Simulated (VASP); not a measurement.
KF (rock salt), at 0.96 of the tabulated volume:

```
CELL_PARAMETERS angstrom
      0.00000     2.63885     2.63885
      2.63885     0.00000     2.63885
      2.63885     2.63885     0.00000
ATOMIC_POSITIONS crystal
  K  0.00000 0.00000 0.00000
  F  0.50000 0.50000 0.50000
```

The lowest empty band near Γ, direction [100], from PBE with spin-orbit coupling in VASP (PAW); its two spin partners are averaged. The gap over the points computed is 6.34 eV, and the next band on that side lies 4.41 eV away at the edge.

Run with 520 eV cut-off, 10×10×10 Γ-centred mesh, Gaussian smearing of 0.050 eV, potentials K_sv F.

```json
[
 {"distance from the edge in k (1/Å)": "0.025", "distance in energy (meV)": "4.4"},
 {"distance from the edge in k (1/Å)": "0.035", "distance in energy (meV)": "8.7"},
 {"distance from the edge in k (1/Å)": "0.050", "distance in energy (meV)": "17.7"},
 {"distance from the edge in k (1/Å)": "0.070", "distance in energy (meV)": "34.5"}
]
```

Task: Fit E(1 + αE) = ħ²k²/2m* (ħ²/2m0 = 3.810 eV Å²) and predict the row at 0.095 1/Å.

Result: The rows don't resolve α, so a parabola serves: the electron mass is m* = 0.540 m0, and so 63.6 meV. The run gave 63.1 meV, -0.5 meV from the fit.

Left out are points under 3 meV from the edge, since the levels carry 0.1 meV, and points farther than half the way to the next band.

The compound is KF in the rock salt structure. The cell was not relaxed at this level.
